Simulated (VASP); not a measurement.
Here is a VASP 6.6.1 calculation.

The input INCAR:

```
ALGO     = Fast           # electronic algorithm
EDIFF    = 1E-6           # SCF threshold, eV
ENCUT    = 520            # plane-wave cutoff, eV
GGA      = PE             # functional
ISIF     = 2              # what is computed and relaxed
ISMEAR   = 1              # smearing method
LASPH    = T              # aspherical terms in the spheres
LCHARG   = T              # write CHGCAR
LELF     = T              # ELF
LREAL    = F              # projectors in reciprocal space
LVHAR    = T            
LWAVE    = F              # write WAVECAR
NBANDS   = 74             # bands
NELM     = 100            # most SCF steps
PREC     = Accurate       # precision mode
SIGMA    = 0.15           # smearing width, eV
```

The input KPOINTS:

```
k-points
0
Gamma
  3 3 3
```

The input POSCAR:

```
In2AuS4
1.0
   -0.0639240000      5.3572930000      5.3930030000
    5.3493650000     -0.0658090000      5.3948880000
    5.2858670000      5.2956800000     -0.0023110000
Au In S
2 4 8
Direct
    0.9768800464      0.0047633425      0.0223799090
    0.2508683586      0.2512705975      0.2408230039
    0.6176493473      0.6154227772      0.6121757419
    0.1320355304      0.6467676197      0.6070453856
    0.6097619557      0.6383277748      0.1167929814
    0.6316772444      0.1191365996      0.6299806976
    0.3904414017      0.3807931947      0.3861044533
    0.4032638233      0.8530530649      0.8700788400
    0.3816256269      0.3584701145      0.8499651150
    0.8557548118      0.3949170481      0.8768977418
    0.8769870581      0.3786793065      0.3726879039
    0.8797806824      0.8599489222      0.8701776707
    0.3969480558      0.8525770679      0.3694713811
    0.8817816954      0.8544676854      0.4096887953
```

Potentials or basis: VASP PAW PBE potentials, release 64 (Au, In_d, S).

The run is started by

```bash
$ cat potpaw_PBE.64/Au/POTCAR potpaw_PBE.64/In_d/POTCAR potpaw_PBE.64/S/POTCAR > POTCAR
$ mpirun -np 1 vasp_std > vasp.out
```

(1) Estimate the band gap on the k mesh.

(2) Estimate the pressure.

(3) Predict the largest force.

Results:

(1) none (metal or under the smearing width).

(2) 4.0 GPa.

(3) 1.383 eV/Å.

Caveat: forces of over 1 eV/Å show positions far from the minimum, so gaps and moduli don't describe the material at rest.
